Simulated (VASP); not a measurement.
An input for Ansatz (written as the equivalent of a VASP run, and not itself run):

Ansatz 0.2 input:
```yaml
crystal:
  lattice:
    - [2.5311500, 0.0000000, 0.0000000]
    - [-1.2655750, 2.1920400, 0.0000000]
    - [0.0000000, 0.0000000, 4.1338500]
  atoms:
    - { symbol: B, position: [0.3333330, 0.6666670, 0.0000000] }
    - { symbol: B, position: [0.6666670, 0.3333330, 0.5000000] }
    - { symbol: N, position: [0.3333330, 0.6666670, 0.3750000] }
    - { symbol: N, position: [0.6666670, 0.3333330, 0.8750000] }
kpoints:
  mp_grid: { grid: [11, 11, 6] }
hamiltonian:
  xc: pbesol
  pseudopotentials: { kind: paw }
scf:
  occupations: { method: gaussian, width: 0.05 }
  max_iter: 100
relax:
  max_steps: 60
  f_tol: 0.01
  cell: {}
output: { forces: true, stress: true, eigenvalues: true }
```

Task: Write the VASP files for the same calculation (PBEsol).

Result: Several could match; the one computed here: 
### POSCAR
```
BN
1
    2.5311500000     0.0000000000     0.0000000000
   -1.2655750000     2.1920400000     0.0000000000
    0.0000000000     0.0000000000     4.1338500000
B N
2 2
Direct
  0.3333330000   0.6666670000   0.0000000000
  0.6666670000   0.3333330000   0.5000000000
  0.3333330000   0.6666670000   0.3750000000
  0.6666670000   0.3333330000   0.8750000000
```

### INCAR
```
SYSTEM=BN
PREC=Accurate; ENCUT=520; LREAL=F
LASPH=T
EDIFF=1E-6; NELM=100; ALGO=Normal
ISMEAR=0; SIGMA=0.05
GGA=PS
IBRION=2; NSW=60; ISIF=3
EDIFFG=-0.01
LWAVE=F; LCHARG=F
```

KPOINTS:
```
Automatic mesh
0
Gamma
11 11 6
0 0 0
```

POTCAR, in this order: B N (PBE.64 set). Program: vasp_std.

What does not carry over: each code has its own PAW files, so the cut-off isn't converted (ENCUT is set for VASP's; basis.ecutwfc is left out, and Ansatz then takes the one that its files recommend); Ansatz stops its SCF on the density residual and VASP on the energy change (EDIFF).

The structure was generated: BN was put into the wurtzite type (P6_3mc), which need not be its known phase. This run relaxes it. Symmetry was kept, so distortions that lower it aren't found.
